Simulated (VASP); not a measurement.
The system is Ru.

```xyz
2
Lattice="2.7078 0.0000 0.0000 -1.3539 2.3450 0.0000 0.0000 0.0000 4.2681" Properties=species:S:1:pos:R:3 pbc="T T T"
Ru    0.0000    1.5634    1.0670
Ru    1.3539    0.7817    3.2011
```

| Item | Value |
| --- | --- |
| Program | VASP 6.6.1 |
| Task | relaxation of cell and atoms |
| Functional | PBEsol |
| Potentials or basis | VASP PAW PBE potentials, release 64 (Ru_pv) |
| Cutoff | 480 eV |
| k mesh | 18 × 18 × 10 |
| Occupations | gaussian, width 0.1 eV |
| Spin | no spin polarisation |

At the start: pressure -5.8 GPa; volume 13.55 Å³/atom.

Question: Where does the relaxation end?

Answer: Over 6 steps the energy falls by 4.4 meV/atom and the volume is 13.32 Å³/atom (-1.7 %); space group P6_3/mmc (No. 194, to 0.05 Å).

Step by step:
| step | energy change (eV) | largest force (eV/Å) | pressure (GPa) | volume (Å³) |
| --- | --- | --- | --- | --- |
| 1 | 0.0000 | 0.0000 | -5.79 | 27.10 |
| 2 | 0.0812 | 0.0000 | 21.59 | 25.23 |
| 3 | -0.0087 | 0.0000 | -0.14 | 26.64 |
| 4 | -0.0087 | 0.0000 | 0.07 | 26.63 |
| 5 | -0.0088 | 0.0000 | 0.01 | 26.63 |
| 6 | -0.0088 | 0.0000 | 0.02 | 26.63 |

Final structure:
```cif
data_structure
_symmetry_space_group_name_H-M 'P 1'
_symmetry_Int_Tables_number 1
_cell_length_a 2.6893
_cell_length_b 2.6893
_cell_length_c 4.2519
_cell_angle_alpha 90.000
_cell_angle_beta 90.000
_cell_angle_gamma 120.000
_cell_volume 26.63
loop_
_atom_site_label
_atom_site_type_symbol
_atom_site_fract_x
_atom_site_fract_y
_atom_site_fract_z
_atom_site_occupancy
Ru1 Ru 0.33333 0.66667 0.25000 1
Ru2 Ru 0.66667 0.33333 0.75000 1
```

Caveat: the PAW data sets were made with another functional, which shifts forces and pressure a little.
